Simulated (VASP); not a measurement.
Method: PBE GGA, VASP's PBE PAW potentials (set 64) (plane waves; VASP).

A VASP calculation is set up with these files.

KPOINTS:
```
K-points
0
gamma
 11 11 11
```

**POSCAR**
```
CoGa
1
    2.8800000000     0.0000000000     0.0000000000
    0.0000000000     2.8800000000     0.0000000000
    0.0000000000     0.0000000000     2.8800000000
Ga Co
1 1
Direct
  0.5000000000   0.5000000000   0.5000000000
  0.0000000000   0.0000000000   0.0000000000
```

INCAR:
```
LMAXMIX = 4   ! l cut-off of mixed one-centre charges
LWAVE = F
NELM = 100   ! most electronic steps
ISIF = 2
SYSTEM = CoGa
SIGMA = 0.1
PREC = Accurate
ALGO = Normal   ! blocked Davidson
ISMEAR = 1   ! Methfessel-Paxton
LCHARG = F
GGA = PE   ! PBE
LREAL = F
EDIFF = 1E-6   ! SCF stop (eV)
LASPH = T   ! aspherical one-centre terms
ENCUT = 400
```

POTCAR, in this order: Ga_d Co (PBE.64 set). Program: vasp_std.

### Question
Estimate the energy per atom (σ→0), band gap (on the k-mesh).

### Answer

The energy per atom (σ→0) comes out as -5.238 eV/atom. The band gap (on the k-mesh) comes out as none (metal, semimetal or under 0.01 eV).

File OSZICAR:
```
...
DAV:   6    -0.125536078266E+02   -0.10962E+01   -0.22893E+01  1895   0.636E+01    0.116E+01
DAV:   7    -0.104988148240E+02    0.20548E+01   -0.94836E+00  1757   0.470E+01    0.173E+00
DAV:   8    -0.104832065053E+02    0.15608E-01   -0.24387E-01  1987   0.533E+00    0.668E-01
DAV:   9    -0.104767780942E+02    0.64284E-02   -0.21359E-02  2224   0.229E+00    0.139E-01
DAV:  10    -0.104765266055E+02    0.25149E-03   -0.67262E-04  2278   0.368E-01    0.684E-02
DAV:  11    -0.104765170330E+02    0.95726E-05   -0.84156E-05  2372   0.165E-01    0.136E-02
DAV:  12    -0.104765160531E+02    0.97983E-06   -0.51248E-06  1931   0.393E-02
   1 F= -.10476516E+02 E0= -.10476823E+02  d E =0.919451E-03
```

The compound is CoGa in the CsCl type structure. The cell was not relaxed at this level. The run is not spin-polarised, so no magnetic state was tried.
